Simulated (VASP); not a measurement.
Input:

AlFe is modelled in the cubic space group Pm-3m (No. 221), the CsCl type structure, Pearson symbol cP2. Lattice parameters: a = b = c = 2.867 Å, α = β = γ = 90.00°. Al on 1b is surrounded by 8 Fe at 2.483 Å and 6 Al at 2.867 Å. Fe on 1a has 8 Al at 2.483 Å and 6 Fe at 2.867 Å. (Neighbours: up to the widest gap in distance over summed covalent radii, below 1.35, at either atom.)

Computed with PBE GGA, VASP's PBE PAW potentials (set 64) (plane waves; VASP). Run with 480 eV cut-off, 12×12×12 Γ-centred mesh, first-order Methfessel-Paxton smearing of 0.10 eV, potentials Al Fe.

Each relaxation starts from this cell; other phases were not tried.

Question: The cell is relaxed at 20 GPa. What happens?

Answer: The volume per atom goes from 11.79 to 10.77 Å³ (-8.6 %), and the cell becomes a = b = c = 2.783 Å, α = β = γ = 90.00°, space group Pm-3m.

Question: The cell is relaxed at 30 GPa. What happens?

Answer: The volume per atom goes from 11.79 to 10.39 Å³ (-11.8 %), and the cell becomes a = b = c = 2.7494 Å, α = β = γ = 90.00°, space group Pm-3m.

Failed runs are left out, and for metals the shear rows, which the mesh's noise covers.

The compound is FeAl in the CsCl type structure. The run is not spin-polarised, so no magnetic state was tried. The electron count is odd and the run is not spin-polarised, which forces a metal.
